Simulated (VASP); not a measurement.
MgS (Niningerite):

```xyz
2
Lattice="0.0000 2.6016 2.6016 2.6016 0.0000 2.6016 2.6016 2.6016 0.0000" Properties=species:S:1:pos:R:3 pbc="T T T"
S     2.6016    2.6016    2.6016
Mg    0.0000    0.0000    0.0000
```

Base run:

```yaml
Program: VASP 6.6.1
Functional: TB-mBJ
Potentials_or_basis: VASP PAW PBE potentials, release 64 (S, Mg)
Cutoff: 520 eV
k_mesh: 8 × 8 × 8
Occupations: gaussian, width 0.02 eV
Spin: no spin polarisation
```

Its results: band gap on the k mesh 4.00 eV, indirect (least direct gap 5.08 eV).

The run is repeated on the same cell with these changes: functional from TB-mBJ to r2SCAN. What comes out?

Band gap on the k mesh 3.43 eV, indirect (least direct gap 4.61 eV).
